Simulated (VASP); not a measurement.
Calculation: r2SCAN meta-GGA, VASP's PBE PAW potentials (set 64) (plane waves; VASP 6.6.1).

Input for VASP

**KPOINTS**
```
Automatic mesh
0
Gamma
12 12 1
0 0 0
```

### INCAR
```
# general
SYSTEM =SnSe2 monolayer
PREC   =Normal
ENCUT  =400
LREAL  =F
LASPH  =T

# electronic loop
EDIFF  =1E-6
NELM   =100
NELMIN =4
ALGO   =Normal
LMAXMIX=4
LMIXTAU=T

# smearing
ISMEAR =0
SIGMA  =0.05

# functional
METAGGA=R2SCAN

# output
LWAVE  =F
LCHARG =F
LORBIT =11
LVHAR  =T
```

File POSCAR:
```
SnSe2 monolayer
1
    3.8415449236    -0.0000000000    -0.0000000000
   -1.9207724618     3.3268756756     0.0000000000
   -0.0000000000     0.0000000000    20.4233767718
Se Sn
2 1
Direct
  0.6666670000   0.3333330000   0.4230654763
  0.3333330000   0.6666670000   0.5769345237
  0.0000000000   0.0000000000   0.5000000000
```

POTCAR, in this order: Se Sn_d (PBE.64 set). Program: vasp_std. Read from the step before: WAVECAR.

**Question.** What does the run give for the energy per atom (σ→0)?

**Answer.** 
The energy per atom (σ→0) is -18.194 eV/atom.

### OSZICAR
```
       N       E                     dE             d eps       ncg     rms          rms(c)
DAV:   1    -0.545822825331E+02   -0.54582E+02   -0.26652E-04   650   0.235E-01    0.213E-03
DAV:   2    -0.545822798819E+02    0.26512E-05   -0.11248E-06   720   0.129E-02    0.452E-04
DAV:   3    -0.545822806553E+02   -0.77344E-06   -0.73248E-07   505   0.104E-02    0.238E-04
DAV:   4    -0.545822805302E+02    0.12511E-06   -0.12573E-06   494   0.147E-02
   1 F= -.54582281E+02 E0= -.54582281E+02  d E =-.100030E-17
```

The cell is a sheet with vacuum, built from SnSe2 (1T layered).
